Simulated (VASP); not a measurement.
Input of a VASP 6.6.1 run:

File INCAR:

```
PREC = Accurate ; ENCUT = 600
EDIFF = 1E-7 ; ISMEAR = 0
SIGMA = 0.1 ; LREAL = False
LASPH = True ; NELM = 60
ALGO = Fast ; ISIF = 3
LWAVE = False ; LCHARG = False
GGA = CA ; IBRION = 2
NSW = 100 ; EDIFFG = -0.005
```

The input KPOINTS:

```
regular mesh
0
Gamma
  15 15 8
```

The input POSCAR:

```
PtSe2
1.0
    3.7240000000      0.0000000000      0.0000000000
   -1.8620000000      3.2250786037      0.0000000000
    0.0000000000      0.0000000000      5.0620000000
Pt Se
1 2
Direct
    0.0000000000      0.0000000000      0.0000000000
    0.3333333333      0.6666666667      0.2500000000
    0.6666666667      0.3333333333      0.7500000000
```

Potentials or basis: VASP PAW LDA potentials, release 64 (Pt, Se).

Command:

```sh
$ cat potpaw_LDA.64/Pt/POTCAR potpaw_LDA.64/Se/POTCAR > POTCAR
$ mpirun -np 1 vasp_std > vasp.out
```

(1) Predict the relaxed cell.

(2) What does it give for the relaxed volume?

Answers

(1) a = 3.746 Å, b = 3.746 Å, c = 4.758 Å, α = 90.00°, β = 90.00°, γ = 120.00°.

(2) 19.27 Å³/atom.
